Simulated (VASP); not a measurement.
ZrPb7O16 (a cell with a defect) (PbO2): single point with PBE

Crystal: ZrPb7O16 (a cell with a defect) (PbO2).

```xyz
24
Lattice="0.0000 5.1400 5.1400 5.1400 0.0000 5.1400 5.1400 5.1400 0.0000" Properties=species:S:1:pos:R:3 pbc="T T T"
Zr    0.0000    0.0000    0.0000
Pb    2.5700    2.5700    0.0000
Pb    2.5700    0.0000    2.5700
Pb    5.1400    2.5700    2.5700
Pb    0.0000    2.5700    2.5700
Pb    2.5700    5.1400    2.5700
Pb    2.5700    2.5700    5.1400
Pb    5.1400    5.1400    5.1400
O     1.2559    1.2559    1.2559
O     3.8841    3.8841    1.2559
O     3.8841    1.2559    3.8841
O     6.4334    3.8466    3.8466
O     1.2559    3.8841    3.8841
O     3.8466    6.4334    3.8466
O     3.8466    3.8466    6.4334
O     6.4334    6.4334    6.4334
O     3.8466    3.8466    3.8466
O     6.4334    6.4334    3.8466
O     6.4334    3.8466    6.4334
O     9.0241    6.3959    6.3959
O     3.8466    6.4334    6.4334
O     6.3959    9.0241    6.3959
O     6.3959    6.3959    9.0241
O     9.0241    9.0241    9.0241
```

```yaml
Program: VASP 6.6.1
Task: single point
Functional: PBE
Potentials_or_basis: VASP PAW PBE potentials, release 64 (Zr_sv, Pb_d, O)
Cutoff: 520 eV
k_mesh: 3 × 3 × 3
Occupations: fermi-dirac, width 0.01 eV
Spin: no spin polarisation
```

```
Pressure               : 26.4 GPa
Largest force          : 0.043 eV/Å
Band gap on the k mesh : none (metal or under the smearing width)
```

Forces in eV/Å, atoms in the order of the input:
```
Zr   0.000  0.000  0.000
Pb   0.000  0.000  0.000
Pb   0.000  0.000  0.000
Pb   0.000  0.000  0.000
Pb   0.000  0.000  0.000
Pb   0.000  0.000  0.000
Pb   0.000  0.000  0.000
Pb   0.000  0.000  0.000
O    0.000  0.000  0.000
O    0.000  0.000  0.000
O    0.000  0.000  0.000
O   -0.025  0.025  0.025
O    0.000  0.000  0.000
O    0.025 -0.025  0.025
O    0.025  0.025 -0.025
O   -0.025 -0.025 -0.025
O    0.025  0.025  0.025
O   -0.025 -0.025  0.025
O   -0.025  0.025 -0.025
O    0.000  0.000  0.000
O    0.025 -0.025 -0.025
O    0.000  0.000  0.000
O    0.000  0.000  0.000
O    0.000  0.000  0.000
```

Levels at points of the mesh, in eV from the Fermi level:
| k point | band 100 | band 101 | band 102 | band 103 | band 104 | band 105 | band 106 | band 107 |
| --- | --- | --- | --- | --- | --- | --- | --- | --- |
| (0.00, 0.00, 0.00) | -0.41 | -0.41 | -0.19 | -0.19 | -0.19 | 1.55 | 1.55 | 2.59 |

It took 7.2 min on 1 thread of AMD EPYC 9R45 96-Core Processor (Zen 5), on a shared host, peak memory 0.41 GiB.

Caveat: so large a pressure means that the cell lies far from this level's equilibrium, or that cutoff or potentials fall short. Spin-orbit coupling is left out, which matters for the levels of Pb.
